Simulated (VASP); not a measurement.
Data:

```
As
1.0
    3.72419    -1.83638     0.00000
    3.72419     1.83638     0.00000
    2.75242     0.00000     3.16568
As
2
Direct
  0.22700   0.22700   0.22700
  0.77643   0.77643   0.77300
```

Computed with PBE GGA, VASP's PBE PAW potentials (set 64) (plane waves; VASP). Run with 575 eV cut-off, 11×11×10 Γ-centred mesh, first-order Methfessel-Paxton smearing of 0.10 eV, potentials As.

Give the force on each atom (eV/Å).

```csv
atom,Fx,Fy,Fz
As1,0.373,0.000,0.134
As2,-0.373,0.000,-0.134
```

Give the stress tensor in GPa (positive for a compressed cell).

```
2.52  0.00  0.81
0.00  6.38  0.00
0.81  0.00  3.37
```
The pressure is its mean diagonal, 4.09 GPa.

The compound is As in the a7 structure. The cell was not relaxed at this level. The run is one of a series of settings (ENCUT = 575 against the base run), some of them coarse on purpose.
